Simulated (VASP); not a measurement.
# Ti6O: vacancies and antisites compared, part 3 of 7

Which native defect is cheapest in Ti6O, and how does that change with the growth condition? The start is a cell from a database of measured crystal structures.

VASP 6.6.1, plane waves and PAW; the level of theory is named at each step.

So far. Step 2 (Relaxing the host crystal): The run ended after 9 ionic steps, 0.178 eV below its first step, once forces and stress met EDIFFG = -0.02. Step 3 (The supercell without the defect): The host is treated as a metal, as its relaxation found a gap under 0.3 eV or none, and only the neutral defect is run.

### Step 4. Relaxing the atoms

This step: PBEsol, spin-polarised, with small moments to start from; plane waves and PAW (O) (VASP 6.6.1).

System of this step: O2. The cell holds 2 atoms: 2 O. Cell: a = 11.000 Å, b = 11.500 Å, c = 14.000 Å, α = 90.0°, β = 90.0°, γ = 90.0°. Vacuum lies along a, b and c.

The reference for O is the O2 molecule, relaxed in a box at the cutoff of the large cell.

File INCAR:

```
SYSTEM = O
PREC = Normal
ENCUT = 400
EDIFF = 1E-05
NELM = 120
ISMEAR = 0
SIGMA = 0.01
LREAL = Auto
ALGO = Fast
GGA = PS
NBANDS = 15
ISPIN = 2
MAGMOM = 1 1
LORBIT = 11
LWAVE = .FALSE.
LCHARG = .FALSE.
NCORE = 8
IBRION = 2
NSW = 20
ISIF = 2
EDIFFG = -0.03
POTIM = 0.4
MAXMIX = 40
ISYM = 0
```

File POSCAR:

```
O
1.0
   11.0000000000      0.0000000000      0.0000000000
    0.0000000000     11.5000000000      0.0000000000
    0.0000000000      0.0000000000     14.0000000000
O
2
Direct
    0.5000000000      0.5000000000      0.4567857100
    0.5000000000      0.5000000000      0.5432142900
```

File KPOINTS:

```
Automatic mesh
0
Gamma
1 1 1
0 0 0
```

PAW data sets: O (PBE family, release 64).

Command:

```console
$ mpirun -np 8 vasp_gam
```

The program printed:

```text
[banner, memory and clock lines left out]
running    8 mpi-ranks, on    1 nodes
 distrk:  each k-point on    8 cores,    1 groups
 distr:  one band on    8 cores,    1 groups

 POSCAR found type information on POSCAR O
 POSCAR found :  1 types and       2 ions
 [... a notice as in an earlier step ...]

|                                                                             |
|               ----> ADVICE to this user running VASP <----                  |
|                                                                             |
|     You have a (more or less) 'small supercell' and for smaller cells       |
|     it is recommended to use the reciprocal-space projection scheme!        |
|     The real-space optimization is not efficient for small cells and it     |
|     is also less accurate ...                                               |
|     Therefore, set LREAL=.FALSE. in the INCAR file.                         |
|                                                                             |

 [... a notice as in an earlier step ...]

 LDA part: xc-table for (Slater+PW92), standard interpolation
 POSCAR, INCAR and KPOINTS ok, starting setup
 FFT: planning ... GRIDC
 FFT: planning ... GRID_SOFT
 FFT: planning ... GRID
 WAVECAR not read
 entering main loop
       N       E                     dE             d eps       ncg     rms          rms(c)
DAV:   1     0.135200423499E+03    0.13520E+03   -0.23873E+03    76   0.336E+02
DAV:   2     0.356628821777E+02   -0.99538E+02   -0.95670E+02   113   0.692E+01
DAV:   3    -0.789963185188E+01   -0.43563E+02   -0.42669E+02   112   0.720E+01
DAV:   4    -0.101600146055E+02   -0.22604E+01   -0.22564E+01    60   0.184E+01
DAV:   5    -0.102163770092E+02   -0.56362E-01   -0.56354E-01    96   0.258E+00    0.640E+00
RMM:   6    -0.985832157377E+01    0.35806E+00   -0.91792E-01    60   0.635E+00    0.309E+00
RMM:   7    -0.102204826924E+02   -0.36216E+00   -0.18781E-01    60   0.294E+00    0.156E+00
RMM:   8    -0.102247382056E+02   -0.42555E-02   -0.17609E-01    60   0.244E+00    0.390E-01
RMM:   9    -0.102373441979E+02   -0.12606E-01   -0.18042E-02    61   0.802E-01    0.235E-01
RMM:  10    -0.102390279709E+02   -0.16838E-02   -0.46345E-03    60   0.449E-01    0.940E-02
RMM:  11    -0.102392442936E+02   -0.21632E-03   -0.72362E-04    61   0.143E-01    0.324E-02
RMM:  12    -0.102393387860E+02   -0.94492E-04   -0.35432E-04    62   0.949E-02    0.219E-02
RMM:  13    -0.102394718852E+02   -0.13310E-03   -0.55899E-05    58   0.418E-02    0.626E-03
RMM:  14    -0.102395158116E+02   -0.43926E-04   -0.12495E-05    52   0.177E-02    0.378E-03
RMM:  15    -0.102396038099E+02   -0.87998E-04   -0.55518E-06    48   0.113E-02    0.252E-03
RMM:  16    -0.102396967684E+02   -0.92958E-04   -0.51367E-06    48   0.906E-03    0.212E-03
RMM:  17    -0.102397432825E+02   -0.46514E-04   -0.31440E-06    46   0.668E-03    0.153E-03
RMM:  18    -0.102397857434E+02   -0.42461E-04   -0.23708E-06    44   0.545E-03    0.103E-03
RMM:  19    -0.102398122647E+02   -0.26521E-04   -0.14633E-06    44   0.463E-03    0.583E-04
RMM:  20    -0.102398266233E+02   -0.14359E-04   -0.83432E-07    41   0.365E-03    0.537E-04
RMM:  21    -0.102398452508E+02   -0.18628E-04   -0.10323E-06    42   0.413E-03    0.391E-04
RMM:  22    -0.102398524147E+02   -0.71639E-05   -0.51680E-07    40   0.339E-03
   1 F= -.10239852E+02 E0= -.10239852E+02  d E =-.102399E+02  mag=     2.0000
 curvature:   0.00 expect dE= 0.000E+00 dE for cont linesearch  0.000E+00
 trial: gam= 0.00000 g(F)=  0.167E+00 g(S)=  0.000E+00 ort = 0.000E+00 (trialstep = 0.100E+01)
 search vector abs. value=  0.167E+00
 bond charge predicted
       N       E                     dE             d eps       ncg     rms          rms(c)
DAV:   1    -0.995699027918E+01    0.28285E+00   -0.39320E+01    88   0.407E+01    0.240E+00
RMM:   2    -0.991536239200E+01    0.41628E-01   -0.46766E-01    60   0.493E+00    0.854E-01
RMM:   3    -0.997259679908E+01   -0.57234E-01   -0.12569E-01    60   0.226E+00    0.537E-01
RMM:   4    -0.997419578769E+01   -0.15990E-02   -0.12205E-02    60   0.737E-01    0.193E-01
RMM:   5    -0.997704968144E+01   -0.28539E-02   -0.89344E-03    60   0.528E-01    0.101E-01
RMM:   6    -0.997846569320E+01   -0.14160E-02   -0.63658E-04    60   0.157E-01    0.510E-02
RMM:   7    -0.997935501320E+01   -0.88932E-03   -0.43999E-04    60   0.129E-01    0.123E-02
RMM:   8    -0.997952911645E+01   -0.17410E-03   -0.32777E-05    57   0.357E-02    0.735E-03
RMM:   9    -0.997961525223E+01   -0.86136E-04   -0.87259E-06    48   0.147E-02    0.417E-03
RMM:  10    -0.997967957398E+01   -0.64322E-04   -0.63744E-06    48   0.123E-02    0.180E-03
RMM:  11    -0.997970855279E+01   -0.28979E-04   -0.17211E-06    46   0.597E-03    0.119E-03
RMM:  12    -0.997972642358E+01   -0.17871E-04   -0.13433E-06    45   0.489E-03    0.620E-04
RMM:  13    -0.997973956370E+01   -0.13140E-04   -0.10918E-06    46   0.476E-03    0.976E-04
RMM:  14    -0.997974533184E+01   -0.57681E-05   -0.30509E-07    39   0.292E-03
   2 F= -.99797453E+01 E0= -.99797453E+01  d E =0.260107E+00  mag=     2.0000
[...]
3 F= -.10252931E+02 E0= -.10252931E+02  d E =-.130784E-01  mag=     2.0000
 curvature:  -0.11 expect dE=-0.196E-04 dE for cont linesearch -0.196E-04
 ZBRENT: interpolating
 opt :   0.1597  next Energy=   -10.252945 (dE=-0.131E-01)
 bond charge predicted
       N       E                     dE             d eps       ncg     rms          rms(c)
DAV:   1    -0.102529659082E+02   -0.40087E-04   -0.11075E-03    74   0.224E-01    0.127E-02
RMM:   2    -0.102529831364E+02   -0.17228E-04   -0.33773E-05    53   0.363E-02    0.470E-03
RMM:   3    -0.102529859602E+02   -0.28238E-05   -0.35123E-06    48   0.116E-02
   4 F= -.10252986E+02 E0= -.10252986E+02  d E =-.131335E-01  mag=     2.0000
 curvature:  -0.08 expect dE=-0.101E-05 dE for cont linesearch -0.101E-05
 trial: gam=-0.00864 g(F)=  0.127E-04 g(S)=  0.000E+00 ort = 0.146E-02 (trialstep = 0.832E+00)
 search vector abs. value=  0.107E-08
 reached required accuracy - stopping structural energy minimisation
```

It took 15 s on 8 MPI ranks of AMD EPYC 7R43, shared host; peak memory 1.3 GiB.

From OUTCAR (step 4):

```text
 Found      1 irreducible k-points:

   k-points           NKPTS =      1   k-points in BZ     NKDIM =      1   number of bands    NBANDS=     15

   dimension x,y,z NGX =    54 NGY =   56 NGZ =   70
   dimension x,y,z NGXF=   108 NGYF=  112 NGZF=  140

   ENCUT  =  400.0 eV  29.40 Ry    5.42 a.u.  17.94 18.75 22.83*2*pi/ulx,y,z

   NELECT =      12.0000    total number of electrons

 E-fermi :  -6.7884

 spin component 1
 k-point     1 :       0.0000    0.0000    0.0000
  band No.  band energies     occupation
    ...
      3     -13.4558      1.00000
      4     -13.3150      1.00000
      5     -13.3134      1.00000
      6      -6.8513      1.00000
      7      -6.8495      1.00000
      8      -0.2400      0.00000
      9       0.4699      0.00000
     10       0.5645      0.00000
     11       0.8861      0.00000
     12       0.9751      0.00000
    ...

 spin component 2
 k-point     1 :       0.0000    0.0000    0.0000
  band No.  band energies     occupation
      1     -31.3501      1.00000
      2     -18.6815      1.00000
      3     -12.4011      1.00000
      4     -11.4960      1.00000
      5     -11.4951      1.00000
      6      -4.6183      0.00000
      7      -4.6173      0.00000
      8      -0.1526      0.00000
      9       0.5833      0.00000
     10       0.5991      0.00000
    ...

  Total       -1.5895029     -1.5512331     -1.1991483      0.0000063     -0.0000015     -0.0000051
  in kB       -1.4379817     -1.4033600     -1.0848381      0.0000057     -0.0000013     -0.0000047
  external PRESSURE =      -1.3087266 kB  Pullay stress =       0.0000000 kB

  energy-cutoff  :      400.00
  volume of cell :     1771.00
      direct lattice vectors                 reciprocal lattice vectors
    11.000000000  0.000000000  0.000000000     0.090909091  0.000000000  0.000000000
     0.000000000 11.500000000  0.000000000     0.000000000  0.086956522  0.000000000
     0.000000000  0.000000000 14.000000000     0.000000000  0.000000000  0.071428571

 POSITION                                       TOTAL-FORCE (eV/Angst)
 -----------------------------------------------------------------------------------
      5.50000      5.75000      6.38593         0.000006     -0.000001     -0.012825
      5.50000      5.75000      7.61407        -0.000006      0.000001      0.012825
 -----------------------------------------------------------------------------------
    total drift:                                0.000034     -0.000051     -0.000088

  FREE ENERGIE OF THE ION-ELECTRON SYSTEM (eV)
  ---------------------------------------------------
  free  energy   TOTEN  =       -10.2529859602 eV

  energy  without entropy=      -10.2529859602  energy(sigma->0) =      -10.25298596

 total charge
# of ion       s       p       d       tot
------------------------------------------
    1        1.636   3.292   0.000   4.928
    2        1.636   3.292   0.000   4.928
--------------------------------------------------
tot          3.272   6.584   0.000   9.855

 magnetization (x)
# of ion       s       p       d       tot
------------------------------------------
    1        0.009   0.804   0.000   0.813
    2        0.009   0.804   0.000   0.813
--------------------------------------------------
tot          0.018   1.608   0.000   1.626

[... 1 part as in an earlier step ...]

[... 3 further parts left out ...]
```

CONTCAR:

```
O
   1.00000000000000
    11.0000000000000000    0.0000000000000000    0.0000000000000000
     0.0000000000000000   11.5000000000000000    0.0000000000000000
     0.0000000000000000    0.0000000000000000   14.0000000000000000
  O
     2
Direct
     0.5000000092783875    0.4999999939663580    0.4561381333184061
     0.4999999907216126    0.5000000060336420    0.5438618666815939
```

Relaxation path:

```tsv
step	energy less that of the first step (eV)	largest force (eV/Å)
1	0.0000	1.4710
2	0.2601	5.1245
3	-0.0131	0.0479
4	-0.0131	0.0128
```

Final coordinates:

```xyz
2
Lattice="11.0000 0.0000 0.0000 0.0000 11.5000 0.0000 0.0000 0.0000 14.0000" Properties=species:S:1:pos:R:3
O     5.5000    5.7500    6.3859
O     5.5000    5.7500    7.6141
```

This step gave:

| Quantity | Value |
| --- | --- |
| electronic cycles | 47 |
| electrons | 12 |
| free energy (TOTEN) | -10.25 eV |
| moment of the cell, from the last line of the log | 2 μB |
| gap between the highest filled and lowest empty level | 2.231 eV |

Spin moment in the PAW sphere by atom:

```tsv
atom	spin moment in the PAW sphere (μB)
O1	0.813
O2	0.813
```

The run ended after 4 ionic steps, 0.013 eV below its first step, once the forces on the free atoms met EDIFFG = -0.03.

Energy at zero smearing: -10.25299 eV.

### Step 5. Reference Ti

This step: PBEsol; plane waves and PAW (Ti) (VASP 6.6.1).

System of this step: Ti. Symmetry: P6_3/mmc, No. 194, hexagonal system. Conventional cell: a = 2.950 Å, b = 2.950 Å, c = 4.685 Å, α = 90.00°, β = 90.00°, γ = 120.00°. Nearest to Ti lie 12 Ti at 2.90 to 2.95 Å.

The reference for Ti is its crystal, relaxed at the cutoff of the large cell.

File INCAR:

```
SYSTEM = Ti
PREC = Normal
ENCUT = 400
EDIFF = 1E-05
NELM = 120
ISMEAR = 1
SIGMA = 0.1
LREAL = Auto
ALGO = Fast
GGA = PS
NBANDS = 10
LASPH = .TRUE.
LORBIT = 11
LWAVE = .FALSE.
LCHARG = .FALSE.
KPAR = 8
IBRION = 2
NSW = 25
ISIF = 3
EDIFFG = -0.02
POTIM = 0.4
```

File POSCAR:

```
Ti
1.0
    2.9500000000      0.0000000000      0.0000000000
   -1.4750000000      2.5547749412      0.0000000000
    0.0000000000      0.0000000000      4.6846000000
Ti
2
Direct
    0.0000000000      0.0000000000      0.0000000000
    0.3333333333      0.6666666667      0.5000000000
```

File KPOINTS:

```
Automatic mesh
0
Gamma
10 10 6
0 0 0
```

PAW data sets: Ti (PBE family, release 64).

Command:

```console
$ mpirun -np 8 vasp_std
```

The program printed:

```text
[banner, memory and clock lines left out]
running    8 mpi-ranks, on    1 nodes
 distrk:  each k-point on    1 cores,    8 groups
 distr:  one band on    1 cores,    1 groups

 POSCAR found type information on POSCAR Ti
 POSCAR found :  1 types and       2 ions
 [... a notice as in an earlier step ...]

 [... a notice as in an earlier step ...]

 [... a notice as in an earlier step ...]

 LDA part: xc-table for (Slater+PW92), standard interpolation
 POSCAR, INCAR and KPOINTS ok, starting setup
 FFT: planning ... GRIDC
 FFT: planning ... GRID_SOFT
 FFT: planning ... GRID
 WAVECAR not read
 entering main loop
       N       E                     dE             d eps       ncg     rms          rms(c)
DAV:   1     0.822469408702E+01    0.82247E+01   -0.27554E+03  1120   0.572E+02
DAV:   2    -0.179236527480E+02   -0.26148E+02   -0.25182E+02  1128   0.102E+02
DAV:   3    -0.189558339826E+02   -0.10322E+01   -0.10062E+01  1578   0.223E+01
DAV:   4    -0.189678894573E+02   -0.12055E-01   -0.12034E-01  1366   0.212E+00
DAV:   5    -0.189679335943E+02   -0.44137E-04   -0.44134E-04  1354   0.110E-01    0.157E+01
RMM:   6    -0.167390520672E+02    0.22289E+01   -0.42071E+00  1120   0.195E+01    0.398E+00
RMM:   7    -0.165019627938E+02    0.23709E+00   -0.20326E+00  1121   0.911E+00    0.120E+00
RMM:   8    -0.165078074961E+02   -0.58447E-02   -0.29341E-01  1120   0.548E+00    0.743E-01
RMM:   9    -0.165130939931E+02   -0.52865E-02   -0.11791E-01  1121   0.216E+00    0.501E-01
RMM:  10    -0.165106708552E+02    0.24231E-02   -0.32105E-02  1120   0.181E+00    0.822E-02
RMM:  11    -0.165110457687E+02   -0.37491E-03   -0.47992E-03  1127   0.296E-01    0.260E-02
RMM:  12    -0.165110531352E+02   -0.73666E-05   -0.28628E-04  1103   0.978E-02    0.382E-02
RMM:  13    -0.165110517968E+02    0.13385E-05   -0.52260E-05   991   0.498E-02
   1 F= -.16511052E+02 E0= -.16510438E+02  d E =-.165111E+02
 curvature:   0.00 expect dE= 0.000E+00 dE for cont linesearch  0.000E+00
 trial: gam= 0.00000 g(F)=  0.647E-48 g(S)=  0.149E+00 ort = 0.000E+00 (trialstep = 0.100E+01)
 search vector abs. value=  0.149E+00
 bond charge predicted
       N       E                     dE             d eps       ncg     rms          rms(c)
DAV:   1    -0.165967221345E+02   -0.85669E-01   -0.37439E+00  1120   0.197E+01    0.308E+00
RMM:   2    -0.165594143362E+02    0.37308E-01   -0.55572E-02  1120   0.214E+00    0.121E+00
RMM:   3    -0.165534576156E+02    0.59567E-02   -0.26919E-02  1120   0.934E-01    0.187E-01
RMM:   4    -0.165533776935E+02    0.79922E-04   -0.38367E-03  1120   0.624E-01    0.243E-01
RMM:   5    -0.165543259192E+02   -0.94823E-03   -0.41332E-03  1139   0.444E-01    0.392E-01
RMM:   6    -0.165535032759E+02    0.82264E-03   -0.28513E-03  1120   0.575E-01    0.760E-02
RMM:   7    -0.165534977890E+02    0.54869E-05   -0.18293E-04  1113   0.801E-02    0.201E-02
RMM:   8    -0.165534997226E+02   -0.19337E-05   -0.16815E-05   784   0.315E-02
   2 F= -.16553500E+02 E0= -.16552918E+02  d E =-.424479E-01
[...]
3 F= -.16564106E+02 E0= -.16563425E+02  d E =-.530545E-01
[...]
4 F= -.16564100E+02 E0= -.16563417E+02  d E =-.530482E-01
[...]
5 F= -.16564361E+02 E0= -.16563749E+02  d E =-.260954E-03
 trial-energy change:   -0.000261  1 .order   -0.000253   -0.000298   -0.000207
 step:   3.0827(harm=  3.0827)  dis= 0.00000  next Energy=   -16.564590 (dE=-0.490E-03)
 bond charge predicted
       N       E                     dE             d eps       ncg     rms          rms(c)
DAV:   1    -0.165647593594E+02   -0.39255E-03   -0.26917E-02  1120   0.999E-01    0.631E-02
RMM:   2    -0.165646742596E+02    0.85100E-04   -0.10307E-04  1096   0.899E-02    0.335E-02
RMM:   3    -0.165646429383E+02    0.31321E-04   -0.36689E-05  1013   0.377E-02    0.273E-03
RMM:   4    -0.165646428976E+02    0.40750E-07   -0.34345E-06   661   0.117E-02
   6 F= -.16564643E+02 E0= -.16564219E+02  d E =-.542924E-03
 curvature:  -1.52 expect dE=-0.393E-05 dE for cont linesearch -0.309E-05
 trial: gam=-0.07686 g(F)=  0.146E-47 g(S)=  0.258E-05 ort = 0.253E-04 (trialstep = 0.137E+01)
 search vector abs. value=  0.554E-06
 reached required accuracy - stopping structural energy minimisation
```

Elapsed: 7.4 s, on 8 MPI ranks; peak memory 0.75 GiB; 53 s of CPU time.

Parts of OUTCAR (step 5):

```text
   k-points           NKPTS =     56   k-points in BZ     NKDIM =     56   number of bands    NBANDS=     10

   ENCUT  =  400.0 eV  29.40 Ry    5.42 a.u.   4.81  4.81  7.64*2*pi/ulx,y,z

   NELECT =       8.0000    total number of electrons

 E-fermi :   3.2217

 k-point     1 :       0.0000    0.0000    0.0000
  band No.  band energies     occupation
      1      -3.0231      2.00000
      2       0.4452      2.00000
      3       4.0098     -0.00000
      4       4.0098     -0.00000
      5       4.1846     -0.00000
      6       4.1879     -0.00000
      7       4.5576     -0.00000
    ...

  Total        0.0009102      0.0009102     -0.0114914      0.0000000      0.0000000     -0.0000000
  in kB        0.0440523      0.0440523     -0.5561956      0.0000000      0.0000000     -0.0000000
  external PRESSURE =      -0.1560303 kB  Pullay stress =       0.0000000 kB

 POSITION                                       TOTAL-FORCE (eV/Angst)
 -----------------------------------------------------------------------------------
      0.00000      0.00000      0.00000        -0.000000      0.000000      0.000000
     -0.00000      1.67283      2.27653         0.000000     -0.000000      0.000000
 -----------------------------------------------------------------------------------
    total drift:                               -0.000000      0.000000     -0.000000

  FREE ENERGIE OF THE ION-ELECTRON SYSTEM (eV)
  ---------------------------------------------------
  free  energy   TOTEN  =       -16.5646428976 eV

  energy  without entropy=      -16.5633705277  energy(sigma->0) =      -16.56421877

[... 1 part as in an earlier step ...]

[... 15 further parts left out ...]
```

CONTCAR:

```
Ti
   1.00000000000000
     2.8974201551018908    0.0000000000000000    0.0000000000000000
    -1.4487100775509454    2.5092394597892618    0.0000000000000000
     0.0000000000000000   -0.0000000000000000    4.5530600741606166
  Ti
     2
Direct
     0.0000000000000000    0.0000000000000000    0.0000000000000000
     0.3333333332999970    0.6666666667000030    0.5000000000000000
```

The run keeps the 24 symmetry operations of its start, so it cannot find a distortion of lower symmetry.

The steps of the relaxation:

```tsv
step	energy less that of the first step (eV)	largest force (eV/Å)	pressure (GPa)	volume (Å³)
1	0.0000	0.0000	-7.27	35.31
2	-0.0424	0.0000	3.76	32.13
3	-0.0531	0.0000	0.04	33.07
4	-0.0530	0.0000	-0.09	33.11
5	-0.0533	0.0000	-0.06	33.11
6	-0.0536	0.0000	-0.02	33.10
```

```tsv
conventional cell, symmetrised	before	after	change
a (Å)	2.950	2.897	-1.8 %
b (Å)	2.950	2.897	-1.8 %
c (Å)	4.685	4.553	-2.8 %
volume (Å³/atom)	17.65	16.55	-6.2 %
```

The relaxed structure:

```
Ti
1.0
     2.89742    0.00000    0.00000
    -1.44871    2.50924    0.00000
     0.00000    0.00000    4.55306
Ti
2
Cartesian
  0.0000 0.0000 0.0000
  0.0000 1.6728 2.2765
```

This step gave:

| Property | Result |
| --- | --- |
| electronic cycles | 36 |
| electrons | 8 |
| free energy (TOTEN) | -16.56 eV |
| energy at zero smearing | -16.56 eV |
| Fermi energy | 3.222 eV |

The run ended after 6 ionic steps, 0.054 eV below its first step, once forces and stress met EDIFFG = -0.02.

Energy at zero smearing: -16.56422 eV.

[end of part 3 of 7]

[Lines on the potential files, build, host, timing and source positions are cut from VASP's logs without a mark.]

[Logs are printed without paths, hosts, clocks, repeated set-up lines and the standing remarks that a program may print on its own settings, such as how far it seeks lower states.]

[Hosts, paths, dates, database ids (printed as entryN), source tags and the programs' standing remarks are cut or masked in the printed files.]

[In band tables of VASP the shares of atoms and orbitals are scaled to a sum of 1 inside the atoms' spheres.]

[Runs that stopped without an error message from VASP are left out.]
